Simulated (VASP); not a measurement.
# CeFe2S4 (R-3m) in VASP: single point with PBE

Aim: the single point of CeFe2S4 with PBE.

Program: VASP 6.6.1. These are calculated values, not measurements. Logs are shortened: lines on timing, memory, paths and dates and some standing lists are left out, and cuts for length are marked.

### Step 1. The crystal as given

It takes space group R-3m (No. 166, trigonal). Conventional cell: a = 3.891 Å, b = 3.891 Å, c = 38.864 Å, α = 90.00°, β = 90.00°, γ = 120.00°. Ce (site symmetry -3m) has 6 S at 2.70 Å as nearest neighbours. Fe (site symmetry 3m) is surrounded by 4 S at 2.20 to 2.33 Å. S (site symmetry 3m) has 4 Fe at 2.20 to 2.33 Å as nearest neighbours. S (site symmetry 3m) is surrounded by 3 Ce at 2.70 Å.

The cell was built by a generator and needn't be a form met in nature.

### Step 2. Single point, PBE, collinear spin, typed start

INCAR

```
  PREC = Accurate
  ENCUT = 520
  EDIFF = 1E-6
  ISMEAR = -1
  SIGMA = 0.1
  LREAL = False
  LASPH = True
  NELM = 150
  ALGO = Normal
  ISIF = 2
  LWAVE = False
  LCHARG = False
  ISPIN = 2
  MAGMOM = 0.3 -3.2 3.2 0 0 0 0
  LORBIT = 11
  LMAXMIX = 6
  GGA = PE
  NBANDS = 39
```

KPOINTS

```
regular mesh
0
Gamma
  5 5 5
```

POSCAR

```
CeFe2S4
1.0
    3.8913245558      0.0000002703      0.0000000637
   -1.9456625120      3.3699857846     -0.0000006975
   -0.0000000561     -2.2466547212     12.9547211743
Ce Fe S
1 2 4
Direct
   -0.0000060642     -0.0000121284     -0.0000181926
    0.1868203162      0.3736406324      0.5604609486
    0.8131890207      0.6263780413      0.4395670620
    0.1302040243      0.2604080486      0.3906120729
    0.8698054767      0.7396109534      0.6094164301
    0.2947093398      0.5894186795      0.8841280193
    0.7052778866      0.4105557731      0.1158336597
```

Potentials or basis: VASP PAW PBE potentials, release 64 (Ce, Fe, S).

The run is started by

```console
$ cat potpaw_PBE.64/Ce/POTCAR potpaw_PBE.64/Fe/POTCAR potpaw_PBE.64/S/POTCAR > POTCAR
$ mpirun -np 1 vasp_std > vasp.out
```

OUTCAR:

```text
PREC = Accurate
   ENCUT = 520
   EDIFF = 1E-6
   ISMEAR = -1
   LREAL = False
   LASPH = True
   NELM = 150
   ISIF = 2
   ISPIN = 2
   LORBIT = 11
   GGA = PE

 ion  position               nearest neighbor table
   1  1.000  1.000  1.000-   7 2.70   7 2.70   7 2.70   6 2.70   6 2.70   6 2.70
   2  0.187  0.374  0.560-   4 2.20   5 2.33   5 2.33   5 2.33   3 2.74   3 2.74   3 2.74
   3  0.813  0.626  0.440-   5 2.20   4 2.33   4 2.33   4 2.33   2 2.74   2 2.74   2 2.74
   4  0.130  0.260  0.391-   2 2.20   3 2.33   3 2.33   3 2.33
   5  0.870  0.740  0.609-   3 2.20   2 2.33   2 2.33   2 2.33
   6  0.295  0.589  0.884-   1 2.70   1 2.70   1 2.70
   7  0.705  0.411  0.116-   1 2.70   1 2.70   1 2.70

  LATTYP: Found a trigonal (rhomboedric) cell.
 ALAT       =    13.1480895243
 COS(alpha) =     0.9562034795

  Lattice vectors:

 A1 = (  -0.0000000561,  -2.2466547212,  12.9547211743)
 A2 = (   1.9456619877,   1.1233313337,  12.9547205405)
 A3 = (  -1.9456625681,   1.1233310634,  12.9547204768)

Analysis of symmetry for initial positions (statically):
=====================================================================
 Subroutine PRICEL returns:
 Original cell was already a primitive cell.

 Routine SETGRP: Setting up the symmetry group for a
 trigonal (rhombohedral) supercell.

 Subroutine GETGRP returns: Found  6 space group operations
 (whereof  6 operations were pure point group operations)
 out of a pool of 12 trial point group operations.

The static configuration has the point symmetry C_3v.

Analysis of symmetry for dynamics (positions and initial velocities):
=====================================================================
 Subroutine PRICEL returns:
 Original cell was already a primitive cell.

 Routine SETGRP: Setting up the symmetry group for a
 trigonal (rhombohedral) supercell.

 Subroutine GETGRP returns: Found  6 space group operations
 (whereof  6 operations were pure point group operations)
 out of a pool of 12 trial point group operations.

The dynamic configuration has the point symmetry C_3v.

Analysis of structural, dynamic, and magnetic symmetry:
=====================================================================
 Subroutine PRICEL returns:
 Original cell was already a primitive cell.

 Routine SETGRP: Setting up the symmetry group for a
 trigonal (rhombohedral) supercell.

 Subroutine GETGRP returns: Found  6 space group operations
 (whereof  6 operations were pure point group operations)
 out of a pool of 12 trial point group operations.

The overall configuration has the point symmetry C_3v.

 Subroutine INISYM returns: Found  6 space group operations
 (whereof  6 operations are pure point group operations),
 and found     1 'primitive' translations

----------------------------------------------------------------------------------------

                                     Primitive cell

  volume of cell :     169.8844

  direct lattice vectors                    reciprocal lattice vectors
     3.891324556  0.000000270  0.000000064     0.256981895  0.148368595  0.025730621
    -1.945662512  3.369985785 -0.000000697    -0.000000021  0.296737155  0.051461233
    -0.000000056 -2.246654721 12.954721174    -0.000000001  0.000000015  0.077191938

  length of vectors
     3.891324556  3.891324556 13.148089524     0.297850632  0.301166395  0.077191938

  position of ions in fractional coordinates (direct lattice)
     0.999993936  0.999987872  0.999981807
     0.186820316  0.373640632  0.560460949
     0.813189021  0.626378041  0.439567062
     0.130204024  0.260408049  0.390612073
     0.869805477  0.739610953  0.609416430
     0.294709340  0.589418679  0.884128019
     0.705277887  0.410555773  0.115833660

  ion indices of the primitive-cell ions
   primitive index   ion index
                 1           1
[... 53 lines left out ...]
  0.200000 -0.000000  0.400000      6.000000
   k-points           NKPTS =     19   k-points in BZ     NKDIM =     19   number of bands    NBANDS=     39
   number of dos      NEDOS =    301   number of ions     NIONS =      7
   total plane-waves  NPLWV =  88200
   dimension x,y,z NGX =    30 NGY =   30 NGZ =   98
   dimension x,y,z NGXF=    60 NGYF=   60 NGZF=  196
   ions per type =               1   2   4
   NGX,Y,Z   is equivalent  to a cutoff of  12.82, 12.82, 12.39 a.u.
   NGXF,Y,Z  is equivalent  to a cutoff of  25.63, 25.63, 24.78 a.u.
 SYSTEM =  unknown system
   PREC   = accura    normal or accurate (medium, high low for compatibility)
   ISTART =      0    job   : 0-new  1-cont  2-samecut
   ICHARG =      2    charge: 1-file 2-atom 10-const
   ISPIN  =      2    spin polarized calculation?
   LNONCOLLINEAR =      F non collinear calculations
   LSORBIT =      F    spin-orbit coupling
   LASPH  =      T    aspherical Exc in radial PAW
   ENCUT  =  520.0 eV  38.22 Ry    6.18 a.u.   7.24  7.24 24.45*2*pi/ulx,y,z
   NELM   =    150;   NELMIN=  2; NELMDL= -5     # of ELM steps
   EDIFF  = 0.1E-05   stopping-criterion for ELM
   LREAL  =      F    real-space projection
   EDIFFG = 0.1E-04   stopping-criterion for IOM
   NSW    =      0    number of steps for IOM
   IBRION =     -1    ionic relax: 0-MD 1-quasi-New 2-CG
   NFREE  =      0    steps in history (QN), initial steepest desc. (CG)
   ISIF   =      2    stress and relaxation
   ISYM   =      2    0-nonsym 1-usesym 2-fastsym
   POTIM  = 0.5000    time-step for ionic-motion
   TEBEG  =    0.0;   TEEND  =   0.0 temperature during run
   PSTRESS=    0.0 pullay stress
   NELECT =      52.0000    total number of electrons
   NUPDOWN=      -1.0000    fix difference up-down
   EMIN   =  10.00;   EMAX   =-10.00  energy-range for DOS
   EFERMI =   0.00;   METHOD = LEGACY
   ISMEAR =    -1;   SIGMA  =   0.10  broadening in eV -4-tet -1-fermi 0-gaus
   EFERMI_NEDOS =   21; number of points for ismear=-14 and -15
   IALGO  =     38    algorithm
   IMIX   =      4    mixing-type and parameters
     AMIX     =   0.40;   BMIX     =  1.00
     AMIX_MAG =   1.60;   BMIX_MAG =  1.00
  volume/ion in A,a.u.               =      24.27       163.78
  Fermi-wavevector in a.u.,A,eV,Ry     =   1.103294  2.084924 16.561808  1.217259
  Thomas-Fermi vector in A             =   2.239750
   LORBIT       =     11    0 simple, 1 ext, 2 COOP (PROOUT), +10 PAW based schemes
   GGA     = PE    functional components
   LHFCALC =     F    Hartree Fock is set to
   AEXX    =    0.0000 exact exchange contribution
   IVDW    =     0    specifies the selected vdW correction
   LEPSILON=     F    determine dielectric tensor
   LRPA    =     F    only Hartree local field effects (RPA)
 spin polarized calculation
  energy-cutoff  :      520.00
  volume of cell :      169.88
 maximum number of plane-waves:      4603
 NGX is ok and might be reduce to    30
   NGX = 15   NGY = 15   NGZ = 49

 number of electron      52.0000002 magnetization       0.0148786

 number of electron      52.0000002 magnetization      -0.0008450

 Free energy of the ion-electron system (eV)
  ---------------------------------------------------
  ext. energy  EPLUGINS =         0.00000000
  ---------------------------------------------------
  free energy    TOTEN  =       -45.06669095 eV

  energy without entropy =      -44.82562349  energy(sigma->0) =      -44.94615722

 E-fermi :   3.2801     XC(G=0):  -8.9078

 val. band max:        3.1273758214   @ k =  -0.4000   0.0000   0.2000
 cond. band min:       3.3268135181   @ k =   0.2000  -0.0000   0.4000
 fundamental gap:      0.1994376966
 Fermi energy:         3.2800856368

 spin component 1

 k-point     1 :       0.0000    0.0000    0.0000
  band No.  band energies     occupation
      1     -30.9419      1.00000
      2     -14.1610      1.00000
      3     -13.4118      1.00000
      4     -13.4118      1.00000
      5     -11.0373      1.00000
      6     -10.2282      1.00000
[... 768 lines left out ...]
     37       4.9157      0.00000
     38       5.8726      0.00000
 Fermi energy:         3.2800856368

 spin component 2

 k-point     1 :       0.0000    0.0000    0.0000
  band No.  band energies     occupation
      1     -30.9422      1.00000
      2     -14.1611      1.00000
      3     -13.4121      1.00000
      4     -13.4121      1.00000
      5     -11.0373      1.00000
      6     -10.2282      1.00000
[... 768 lines left out ...]
     37       4.9157      0.00000
     38       5.8725      0.00000
 [bands above 38 left out]

------------------------ aborting loop because EDIFF is reached ----------------------------------------

  FORCE on cell =-STRESS in cart. coord.  units (eV):
  Direction    XX          YY          ZZ          XY          YZ          ZX
  --------------------------------------------------------------------------------------
  -------------------------------------------------------------------------------------
  Total        0.0281632      0.0281632      0.0340603     -0.0000000      0.0000000     -0.0000000
  in kB        0.2656071      0.2656071      0.3212221     -0.0000000      0.0000000     -0.0000000
  external PRESSURE =       0.2841455 kB  Pullay stress =       0.0000000 kB

 VOLUME and BASIS-vectors are now :
 -----------------------------------------------------------------------------
  energy-cutoff  :      520.00
  volume of cell :      169.88
      direct lattice vectors                 reciprocal lattice vectors
     3.891324556  0.000000270  0.000000064     0.256981895  0.148368595  0.025730621
    -1.945662512  3.369985785 -0.000000697    -0.000000021  0.296737155  0.051461233
    -0.000000056 -2.246654721 12.954721174    -0.000000001  0.000000015  0.077191938

 POSITION                                       TOTAL-FORCE (eV/Angst)
 -----------------------------------------------------------------------------------
      1.94566      1.12333     12.95448         0.000000     -0.000000     -0.000098
     -0.00000      0.00000      7.26062        -0.000000      0.000000      0.002965
      1.94566      1.12333      5.69447         0.000000     -0.000000     -0.002805
     -0.00000      0.00000      5.06027         0.000000     -0.000000     -0.018813
      1.94566      1.12333      7.89482        -0.000000      0.000000      0.018672
     -0.00000      0.00000     11.45363        -0.000000      0.000000      0.004223
      1.94566      1.12333      1.50059         0.000000     -0.000000     -0.004144
 -----------------------------------------------------------------------------------
    total drift:                               -0.000000     -0.000000     -0.000091

  FREE ENERGIE OF THE ION-ELECTRON SYSTEM (eV)
  ---------------------------------------------------
  free  energy   TOTEN  =       -45.0666909548 eV

  energy  without entropy=      -44.8256234901  energy(sigma->0) =      -44.94615722

 total charge

# of ion       s       p       d       f       tot
--------------------------------------------------
    1        2.039   5.759   0.914   0.966   9.678
    2        0.378   0.451   6.248   0.000   7.078
    3        0.378   0.451   6.248   0.000   7.077
    4        1.337   2.343   0.000   0.000   3.680
    5        1.337   2.343   0.000   0.000   3.680
    6        1.350   2.408   0.000   0.000   3.759
    7        1.350   2.408   0.000   0.000   3.758
--------------------------------------------------
tot          8.170  16.164  13.410   0.966  38.711

 magnetization (x)

# of ion       s       p       d       f       tot
--------------------------------------------------
    1        0.000   0.000  -0.000  -0.000  -0.000
    2       -0.024  -0.052  -2.470   0.000  -2.546
    3        0.024   0.052   2.470   0.000   2.546
    4        0.006   0.002   0.000   0.000   0.008
    5       -0.006  -0.002   0.000   0.000  -0.008
    6       -0.000  -0.000   0.000   0.000  -0.000
    7        0.000   0.000   0.000   0.000   0.000
--------------------------------------------------
tot         -0.000   0.000   0.000  -0.000  -0.000
```

It took 11 min on 1 thread of Intel Xeon 6975P-C (Granite Rapids), shared host; peak memory 0.49 GiB.

What came out:

```
Free energy                                           : -45.0667 eV
Pressure                                              : 0.0 GPa
Largest force                                         : 0.019 eV/Å
Band gap on the k mesh                                : none (metal or under the smearing width)
Net moment                                            : 0.00 μB per cell
Site moments                                          : Ce -0.00; Fe -2.55, +2.55; S +0.01, -0.01, -0.00, +0.00 μB
Valence electrons inside the program's atomic spheres : Ce 9.68; Fe 7.08; S 3.68, 3.76
```

Forces in eV/Å, atoms in the order of the input:
```
Ce   0.000  0.000  0.000
Fe   0.000  0.000  0.003
Fe   0.000  0.000 -0.003
S    0.000  0.000 -0.019
S    0.000  0.000  0.019
S    0.000  0.000  0.004
S    0.000  0.000 -0.004
```

Caveat: the k mesh is coarse (spacing up to 0.38 Å⁻¹), so the values aren't converged; the magnetic or orbital state may not be the lowest; spin-orbit coupling is left out, which moves the levels of the heavy elements; this functional lacks dispersion, which binds the layers, so the pressure and a relaxed spacing across them are unreliable; without U or exact exchange the open f shell lies at the Fermi level, which spoils levels, moments and volumes.
